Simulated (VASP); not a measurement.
A run of VASP 6.6.1:

The input INCAR:

```
  ALGO = Fast
  EDIFF = 1E-6
  ENCUT = 520
  GGA = PE
  ISIF = 2
  ISMEAR = 0
  LASPH = T
  LCHARG = T
  LELF = T
  LREAL = Auto
  LVHAR = T
  LWAVE = F
  NBANDS = 54
  NELM = 100
  PREC = Accurate
  SIGMA = 0.1
```

The input KPOINTS:

```
k-points
0
Gamma
  2 3 2
```

The input POSCAR:

```
TaAl3
1.0
    7.6254290000     -0.6149020000      0.2760110000
   -0.5538220000      5.5029080000      1.0172050000
    0.4360110000     -0.9416360000      6.7367840000
Ta Al
4 12
Direct
    0.3800347067      0.7395707941      0.9472969789
    0.0310633280      0.1517984508      0.0764180708
    0.6201640260      0.0986392629      0.1768896785
    0.3713243924      0.0740851784      0.5663715163
    0.8541509026      0.4321257318      0.3454721868
    0.0644115535      0.7566275865      0.5053387994
    0.9222754589      0.1433721418      0.6021123683
    0.3910073871      0.2440498770      0.9417150535
    0.8008823444      0.3911699899      0.8568409784
    0.6344355137      0.5891865832      0.1665015950
    0.7904565193      0.8448630439      0.8653856785
    0.7539812627      0.8087760901      0.4302010863
    0.1479074219      0.4628565334      0.7411753063
    0.5663457664      0.5148274554      0.6705159727
    0.0156008492      0.6593691952      0.0322927604
    0.1849233166      0.3871104619      0.3815928243
```

Potentials or basis: VASP PAW PBE potentials, release 64 (Ta_pv, Al).

Run with:

```bash
$ cat potpaw_PBE.64/Ta_pv/POTCAR potpaw_PBE.64/Al/POTCAR > POTCAR
$ mpirun -np 1 vasp_std > vasp.out
```

Hardware: 1 thread of Intel(R) Xeon(R) 6975P-C (Granite Rapids), on a shared host.

Estimate the wall time of this run.

Wall time 3.7 min on 1 thread of Intel(R) Xeon(R) 6975P-C (Granite Rapids), on a shared host, peak memory 0.38 GiB. Counts: scf iterations 19, k points 8.
